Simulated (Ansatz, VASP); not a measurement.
# Hf2Pd2Se2Br2O3: VASP beside Ansatz

The input INCAR:

```
  PREC = Accurate
  ENCUT = 520
  EDIFF = 1E-7
  ISMEAR = -1
  SIGMA = 0.05
  LREAL = F
  LASPH = T
  NELM = 100
  ALGO = Normal
  ISIF = 2
  LWAVE = F
  LCHARG = F
  GGA = PE
  NBANDS = 53
```

File KPOINTS:

```
regular mesh
0
Gamma
  4 4 3
```

File POSCAR:

```
Hf2Pd2Se2Br2O3
1.0
    5.7606900000      0.0049600000     -0.0028600000
   -0.5275000000      5.8466400000      0.0341300000
   -1.4843500000     -0.9264200000      6.6458600000
Hf Pd Se Br O
2 2 2 2 3
Direct
    0.7454000000      0.3960200000      0.3498900000
    0.2876300000      0.4532200000      0.5940100000
    0.9085400000      0.1329400000      0.8484900000
    0.2524900000      0.9032300000      0.3587400000
    0.6346900000      0.4035500000      0.9371600000
    0.6259700000      0.7817400000      0.5302300000
    0.8527300000      0.9908900000      0.1535500000
    0.2252600000      0.8208400000      0.8622300000
    0.9604000000      0.2892500000      0.5902600000
    0.4323300000      0.2452400000      0.4086400000
    0.0745700000      0.5830800000      0.3668200000
```

Contents of input.yaml:

```yaml
crystal:
  lattice:
    - [5.76069, 0.00496, -0.00286]
    - [-0.5275, 5.84664, 0.03413]
    - [-1.48435, -0.92642, 6.64586]
  atoms:
    - { symbol: Hf, position: [0.7454, 0.39602, 0.34989] }
    - { symbol: Hf, position: [0.28763, 0.45322, 0.59401] }
    - { symbol: Pd, position: [0.90854, 0.13294, 0.84849] }
    - { symbol: Pd, position: [0.25249, 0.90323, 0.35874] }
    - { symbol: Se, position: [0.63469, 0.40355, 0.93716] }
    - { symbol: Se, position: [0.62597, 0.78174, 0.53023] }
    - { symbol: Br, position: [0.85273, 0.99089, 0.15355] }
    - { symbol: Br, position: [0.22526, 0.82084, 0.86223] }
    - { symbol: O, position: [0.9604, 0.28925, 0.59026] }
    - { symbol: O, position: [0.43233, 0.24524, 0.40864] }
    - { symbol: O, position: [0.07457, 0.58308, 0.36682] }
kpoints:
  mp_grid: { grid: [4, 4, 3] }
  band_path:
    path: [[0.5, 0.0, 0.0], [0.0, 0.0, 0.0], [0.0, -0.5, 0.0]]
    npoints: 12
scf:
  occupations: { method: fermi_dirac, width: 0.05 }
hamiltonian:
  xc: pbe
  pseudopotentials: { kind: all_electron, lapw: { basis_error: 0.002 } }
output:
  forces: true
  stress: true
  eigenvalues: true
```

Alike in both runs: functional PBE; k mesh 4 × 4 × 3; occupations fermi-dirac, width 0.05 eV; no spin polarisation.

|  | VASP | Ansatz |
| --- | --- | --- |
| version | VASP 6.6.1 | Ansatz 0.2.0 |
| potentials or method | VASP PAW PBE potentials, release 64 (Hf_pv, Pd, Se, Br, O) | all-electron LAPW, scalar-relativistic |
| plane-wave cutoff (eV) | 520 | see its input |
| task | single point | band structure |

```tsv
	VASP	Ansatz	Ansatz less VASP
gap on the k mesh at the Fermi level (eV)	0.20	0.22	+0.028
least direct gap on the mesh (eV)	0.34	0.35	+0.018
pressure (GPa)	-0.6	0.0	+0.60
largest component of the traceless stress (GPa)	0.17	0.01	-0.161
rms of the force components (eV/Å)	0.065	0.004	-0.0611
```

Atom by atom the forces differ by 0.063 eV/Å (rms over components). Ansatz ran all-electron here, so the differences hold the error of VASP's frozen core and of both bases.

Caveats: spin-orbit coupling is left out, which moves the levels of the heavy elements; an odd mesh through Γ misses points on the zone boundary, where band edges often lie (VASP).
